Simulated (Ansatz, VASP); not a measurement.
# KZrN in VASP and in Ansatz

```
CELL_PARAMETERS angstrom
3.63852 0.00000 0.00000
-1.81926 3.15105 0.00000
0.00000 0.00000 6.73635
ATOMIC_POSITIONS crystal
K 0.00000 0.00000 0.00000
Zr 0.66667 0.33333 0.50000
N 0.33333 0.66667 0.50000
```

Change from the starting cell: species swapped into the EuAlSi type (P-6m2, No. 187).

Alike in both runs: functional PBE; k mesh 6 × 6 × 4; occupations gaussian, width 0.1 eV; no spin polarisation.

Ansatz relaxed the structure, and its values are those at the end. VASP's run is a single point on that final structure, the one shown.

```csv
,VASP,Ansatz
version,VASP 6.6.1,Ansatz 0.2.0
potentials or method,"VASP PAW PBE potentials, release 64 (K_sv, Zr_sv, N)","scalar-relativistic, plane waves, PAW"
plane-wave cutoff (eV),520,420
valence electrons in the cell,26,26
```

```csv
,VASP,Ansatz,Ansatz less VASP
gap on the k mesh at the Fermi level (eV),none,none,-
pressure (GPa),0.1,0.0,-0.05
```

A gap of «none» marks a metal or a gap that the smearing closes. The functional is the same, so the differences come from potentials, cutoffs and numerics.
